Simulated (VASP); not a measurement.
Data:

```xyz
3
Lattice="0.0000 2.6711 2.6711 2.6711 0.0000 2.6711 2.6711 2.6711 0.0000" Properties=species:S:1:pos:R:3 pbc="T T T"
Cd     0.0000     0.0000     0.0000
F      1.3355     1.3355     1.3355
F      4.0066     4.0066     4.0066
```

Method: PBE GGA with D4 dispersion, VASP's PBE PAW potentials (set 64) (plane waves; VASP). Run with 520 eV cut-off, 7×7×7 Γ-centred mesh, Gaussian smearing of 0.050 eV, potentials Cd F.

Q: Give the stress tensor in GPa (positive for a compressed cell).

A: 
```
7.38  0.00  0.00
0.00  7.38  0.00
0.00  0.00  7.38
```
The pressure is its mean diagonal, 7.38 GPa.

The compound is CdF2 in the fluorite structure. This cell is one point of a volume scan, at 0.94 of the reference volume.
